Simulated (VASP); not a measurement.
Given:

```
CELL_PARAMETERS angstrom
      7.14656     0.00000     0.00000
      0.00000     7.14656     0.00000
      0.00000     0.00000     7.14656
ATOMIC_POSITIONS crystal
  C  0.49707 0.99966 0.00034
  C  0.62105 0.13038 0.13106
  C  0.74728 0.25228 0.00509
  C  0.86918 0.37854 0.13105
  C  0.74727 0.00441 0.25298
  C  0.86916 0.13042 0.37920
  C  0.99516 0.00440 0.00512
  C  0.11882 0.12636 0.12705
  C  0.24595 0.24878 0.99859
  C  0.36874 0.37447 0.12212
  C  0.49995 0.49959 0.99948
  C  0.62509 0.63085 0.12211
  C  0.75080 0.75363 0.99860
  C  0.87321 0.88075 0.12705
  C  0.24596 0.99794 0.24945
  C  0.36874 0.12145 0.37516
  C  0.48383 0.24858 0.24923
  C  0.75100 0.51577 0.24922
  C  0.87811 0.63084 0.37516
  C  0.49997 0.99882 0.50028
  C  0.62510 0.12144 0.63152
  C  0.75100 0.24858 0.51643
  C  0.87813 0.37447 0.63154
  C  0.75079 0.99791 0.75430
  C  0.87322 0.12634 0.88142
  C  0.99992 0.50247 0.00034
  C  0.12185 0.62696 0.12278
  C  0.25018 0.74939 0.99564
  C  0.37261 0.87772 0.12278
  C  0.99516 0.25231 0.25297
  C  0.12290 0.37609 0.37675
  C  0.24544 0.50111 0.24546
  C  0.37255 0.62702 0.36058
  C  0.49847 0.75413 0.24545
  C  0.62350 0.87667 0.37677
  C  0.99992 0.99967 0.50313
  C  0.12185 0.12212 0.62762
  C  0.24544 0.24482 0.50177
  C  0.37255 0.35990 0.62770
  C  0.63967 0.62702 0.62771
  C  0.75478 0.75413 0.50177
  C  0.87747 0.87772 0.62762
  C  0.25016 0.99495 0.75007
  C  0.37261 0.12211 0.87837
  C  0.49846 0.24480 0.75482
  C  0.62350 0.37605 0.87733
  C  0.75478 0.50110 0.75484
  C  0.87746 0.62698 0.87839
  C  0.00167 0.75362 0.24945
  C  0.12354 0.87604 0.37385
  C  0.00075 0.49959 0.50027
  C  0.12836 0.62338 0.62404
  C  0.25439 0.74517 0.49786
  C  0.37619 0.87120 0.62405
  C  0.00166 0.24877 0.75429
  C  0.12352 0.37317 0.87669
  C  0.25439 0.49718 0.74587
  C  0.37619 0.62338 0.87187
  C  0.50238 0.74517 0.74587
  C  0.62640 0.87603 0.87670
  C  0.00462 0.74940 0.75007
  C  0.12822 0.87135 0.87202
  Si 0.56204 0.43757 0.43821
```
Cell charge -1.

These are PBE GGA, VASP's PBE PAW potentials (set 64) (plane waves; VASP 6.6.1) values and carry that method's errors. Run with PREC = Normal, LREAL = Auto, ISYM = 0, NELECT = 253.0, 400 eV cut-off, 1×1×1 Γ-centred mesh, Gaussian smearing of 0.050 eV, potentials C Si. Starting moments (MAGMOM): 63*0.0476. The cell's moment is fixed (NUPDOWN = 3).

At this cut-off the stress carries a Pulay error, which pulls relaxed volumes low. The cell is charged, with a uniform compensating background.  The supercell is sampled at Γ alone, which is coarse: total energies, pressure and levels can be off, energies of defects by several tenths of an eV.

Task: Predict the cell moment, energy per atom (σ→0), pressure.

Result: 
* **cell moment**: 3.00 μB
* **energy per atom (σ→0)**: -8655 meV/atom
* **pressure**: 8.98 GPa

Task: Give the moment on each site (PAW-sphere projection).

Result: 
| site | moment (μB) |
|---|---|
| C1 | 0.04 |
| C2 | 0.02 |
| C3 | 0.02 |
| C4 | 0.02 |
| C5 | 0.02 |
| C6 | 0.02 |
| C7 | 0.05 |
| C8 | 0.02 |
| C9 | 0.03 |
| C10 | 0.01 |
| C11 | 0.01 |
| C12 | 0.01 |
| C13 | 0.03 |
| C14 | 0.02 |
| C15 | 0.03 |
| C16 | 0.01 |
| C17 | 0.12 |
| C18 | 0.12 |
| C19 | 0.01 |
| C20 | 0.01 |
| C21 | 0.01 |
| C22 | 0.12 |
| C23 | 0.01 |
| C24 | 0.03 |
| C25 | 0.02 |
| C26 | 0.04 |
| C27 | 0.03 |
| C28 | 0.02 |
| C29 | 0.03 |
| C30 | 0.02 |
| C31 | 0.01 |
| C32 | 0.01 |
| C33 | 0.12 |
| C34 | 0.01 |
| C35 | 0.01 |
| C36 | 0.04 |
| C37 | 0.03 |
| C38 | 0.01 |
| C39 | 0.12 |
| C40 | 0.12 |
| C41 | 0.01 |
| C42 | 0.03 |
| C43 | 0.02 |
| C44 | 0.03 |
| C45 | 0.01 |
| C46 | 0.01 |
| C47 | 0.01 |
| C48 | 0.03 |
| C49 | 0.03 |
| C50 | 0.04 |
| C51 | 0.01 |
| C52 | 0.02 |
| C53 | 0.02 |
| C54 | 0.02 |
| C55 | 0.03 |
| C56 | 0.04 |
| C57 | 0.02 |
| C58 | 0.02 |
| C59 | 0.02 |
| C60 | 0.04 |
| C61 | 0.02 |
| C62 | 0.05 |
| Si63 | -0.03 |

Total energies compare only between runs with the same potentials, cut-off and functional.

The cell is a supercell with a defect, built from C (diamond): Si_C-vac_C, charge -1.
